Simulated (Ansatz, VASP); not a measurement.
# AlRu in two plane-wave programs, part 2 of 2

One calculation is typed for both programs; each brings its own data sets. How far apart do they land? The cell is taken from a series of runs on this material, whose earlier steps may have relaxed, scaled, displaced or heated it; both programs get it as it stands.

VASP 6.6.1 and Ansatz 0.2.0.

So far: The structure; Ansatz: zone-centre phonons, PBEsol, pair 1; VASP: zone-centre phonons, PBEsol, pair 1; Side by side.

### Step 5. Ansatz: zone-centre phonons, PBEsol, pair 2

Level of this step: Ansatz beside VASP: Kohn-Sham DFT, plane waves, PBEsol (Ansatz).

Second derivatives magnify differences that forces hide, and they need a tight electronic threshold. The cell compared in this pair holds 27.41 Å³, against 26.88 Å³ for the pair before.

The cell is taken from a series of runs on this material, whose earlier steps may have relaxed, scaled, displaced or heated it; both programs get it as it stands.

input.yaml

```yaml
crystal:
  lattice:
    - [3.0151689221, 0.0, 0.0]
    - [0.0, 3.0151689221, 0.0]
    - [0.0, 0.0, 3.0151689221]
  atoms:
    - { symbol: Al, position: [0.0, 0.0, 0.0] }
    - { symbol: Ru, position: [0.5, 0.5, 0.5] }
kpoints:
  mp_grid: { grid: [16, 16, 16] }
hamiltonian:
  xc: pbesol
  pseudopotentials: { kind: paw, azcp: { folder: soft_1 }, xc_functional: pbe }
scf:
  occupations: { method: methfessel_paxton, width: 0.2 }
output:
  eigenvalues: true
phonons:
  method: dfpt
```

The run is started by

```sh
ansatz run input.yaml --threads 4 --pin off --max-ram 10240MiB --backend cpu --events-out ev --progress --plain --runs-dir out
```

Numbers of over 12 decimals in the logs are rounded to 6 here.

What it wrote:

```text
[...]
Crystal: 2 atoms, lattice volume = 27.412 Å³
Basis set: ecut = 420 eV, 515 PW (Γ), exchange–correlation on 48×48×48 points (8 copies of the dense FFT grid, shifted against one another)
Bands: 14, of which v1, the nominal top of the filled ones, is band 10 counted from 1 (9 counted from 0)
Symmetry: 48 space group operations
k-points: 405 of 4096 (irreducible under 8 space group operations, time reversal used)
[...]
k-point 2: bands = [... 6 lower, 12.0639, 15.2763, 15.2763, 15.6482, 20.1578, 21.9453, 21.9453, 25.6452]
  k-point 404: bands = [... 6 lower, 10.9340, 16.9900, 16.9900, 17.8890, 19.4686, 19.4686, 19.4686, 23.7824]
[...]
ASR residual: 6.358e-5 → 0.000e0 eV/Å²; symmetrization residual: 1.683e-6 eV/Å²
  ASR residual per site (eV/Å²): 8.28e-6 6.36e-5
  Γ frequencies (cm⁻¹): 0.00 0.00 0.00 296.91 296.91 296.91
[...]
[key lines of the parts left out:]
SCF converged after 8 iterations
Free energy (F): -6342.322598 eV
Fermi energy:    15.443357 eV
```

### Step 6. VASP: zone-centre phonons, PBEsol, pair 2

The same cell, functional, mesh and smearing now go to VASP, with its own data sets.

INCAR

```
SYSTEM = AlRu
PREC = Accurate
ENCUT = 500
EDIFF = 1E-08
NELM = 120
ISMEAR = 1
SIGMA = 0.2
LREAL = .FALSE.
ALGO = Normal
GGA = PS
NBANDS = 14
LASPH = .TRUE.
LORBIT = 11
LWAVE = .FALSE.
LCHARG = .FALSE.
ISIF = 2
IBRION = 8
GGA_COMPAT = .FALSE.
KPAR = 2
```

POSCAR

```
AlRu
1.0
    3.0151689221      0.0000000000      0.0000000000
    0.0000000000      3.0151689221      0.0000000000
    0.0000000000      0.0000000000      3.0151689221
Al Ru
1 1
Direct
    0.0000000000      0.0000000000      0.0000000000
    0.5000000000      0.5000000000      0.5000000000
```

KPOINTS

```
Automatic mesh
0
Gamma
16 16 16
0 0 0
```

The projector-augmented-wave data sets are Al and Ru_pv (PBE family, release 64).

The run is started by

```sh
mpirun -np 2 vasp_std
```

What it wrote:

```text
[banner, memory and clock lines left out]
running    2 mpi-ranks, on    1 nodes
[...]
[... a notice as in an earlier step ...]

 LDA part: xc-table for (Slater+PW92), standard interpolation
 POSCAR, INCAR and KPOINTS ok, starting setup
[...]
entering main loop
       N       E                     dE             d eps       ncg     rms          rms(c)
DAV:   1     0.111601561651E+03    0.11160E+03   -0.91769E+03  4756   0.109E+03
DAV:   2    -0.144215654401E+02   -0.12602E+03   -0.11999E+03  5172   0.313E+02
DAV:   3    -0.162650646961E+02   -0.18435E+01   -0.18311E+01  5664   0.401E+01
DAV:   4    -0.162801841199E+02   -0.15119E-01   -0.15115E-01  5798   0.368E+00
[...]
DAV:  12    -0.154918096999E+02    0.50003E-06   -0.10392E-07  5746   0.317E-03    0.297E-04
DAV:  13    -0.154918097140E+02   -0.14177E-07   -0.25214E-09  4224   0.459E-04    0.116E-04
DAV:  14    -0.154918097162E+02   -0.21435E-08   -0.29301E-10  3942   0.149E-04
   1 F= -.15491810E+02 E0= -.15491317E+02  d E =-.147806E-02
[...]
RMM:   9    -0.604236638453E-02   -0.11422E-06   -0.31307E-10 20350   0.947E-05    0.378E-05
RMM:  10    -0.604238412891E-02   -0.17744E-07    0.18056E-11 20743   0.292E-05    0.296E-06
RMM:  11    -0.604238397598E-02    0.15293E-09    0.22357E-10 20473   0.166E-05    0.204E-06
 first order change of Fermi-energy  -0.22592E-03
 force on displaced ion       1 direction 1 :  -6.974   0.000   0.000
 Linear response progress:
  Degree of freedom:   2/  2
       N       E                     dE             d eps       ncg     rms          rms(c)
RMM:   1    -0.544914459556E+00   -0.54491E+00    0.37430E+00 11969   0.643E+01
RMM:   2    -0.652563819517E+00   -0.10765E+00   -0.12096E-01 16897   0.308E+00    0.159E-01
RMM:   3    -0.652685423077E+00   -0.12160E-03   -0.20149E-03 19810   0.349E-01    0.903E-02
RMM:   4    -0.652023759905E+00    0.66166E-03   -0.24382E-04 19865   0.148E-01    0.217E-02
[...]
RMM:  12    -0.651884002938E+00    0.48061E-07   -0.48172E-08 23793   0.132E-04    0.165E-06
RMM:  13    -0.651883980647E+00    0.22291E-07   -0.31087E-08 23947   0.104E-04    0.139E-06
RMM:  14    -0.651883989564E+00   -0.89169E-08   -0.21774E-08 23439   0.888E-05    0.879E-07
 first order change of Fermi-energy   0.21577E-02
 force on displaced ion       2 direction 1 :  -6.979   0.000   0.000
 Linear response finished
```

OUTCAR, selected parts (step 6):

```text
  Total       -1.3393100     -1.3393100     -1.3393100      0.0000000      0.0000000     -0.0000000
  in kB      -78.2810696    -78.2810696    -78.2810696      0.0000000      0.0000000     -0.0000000
  external PRESSURE =     -78.2810696 kB  Pullay stress =       0.0000000 kB

 POSITION                                       TOTAL-FORCE (eV/Angst)
 -----------------------------------------------------------------------------------
      0.00000      0.00000      0.00000         0.000000      0.000000      0.000000
      1.50758      1.50758      1.50758         0.000000      0.000000      0.000000
 -----------------------------------------------------------------------------------
    total drift:                                0.000000     -0.000000     -0.000000

[... 1 part as in an earlier step ...]

[... 1 further part left out ...]
```

### Step 7. Comparison

What differs besides the data sets and the points named for the pairs above, as far as they apply: the data sets hold 19 valence electrons in Ansatz (on its PAW soft_1 files) and 17 in VASP. Total energies have different zeros and are not compared.

Both answers:

```
                  quantity  Ansatz   VASP  difference
optical mode 1 to 3 (cm⁻¹)   296.9  298.4     -0.51 %
```

Modes are paired by rising frequency, not by their patterns, so a pair may set unlike modes beside each other; they are those without the splitting of longitudinal modes.

### Step 8. Summary of results

- r.m.s. difference of the optical zone-centre modes, each program's sorted by frequency (zone-centre phonons, PBEsol, pair 1): 1.5 cm⁻¹
- r.m.s. difference of the optical zone-centre modes, each program's sorted by frequency (zone-centre phonons, PBEsol, pair 2): 1.5 cm⁻¹
- difference in optical mode 1 to 3 (zone-centre phonons, PBEsol, pair 2): -0.5 %

In words: The r.m.s. difference of the optical zone-centre modes, each program's sorted by frequency is 1.5 cm⁻¹ (zone-centre phonons, PBEsol, pair 1). The data sets hold unlike numbers of valence electrons (19 in Ansatz and 17 in VASP), so part of the differences comes from the potentials. Among the rows given in per cent, the largest difference of the zone-centre phonons, PBEsol, pair 2 pair is in optical mode 1 to 3, -0.5 %. How closely two codes agree says nothing of how well the functional describes the real material.

[Lines on the potential files, build, host, timing and source positions are cut from VASP's logs without a mark.]

[Logs are printed without paths, hosts, clocks, repeated set-up lines and the standing remarks that a program may print on its own settings, such as how far it seeks lower states.]

[Hosts, paths, dates, database ids (printed as entryN), source tags and the programs' standing remarks are cut or masked in the printed files.]
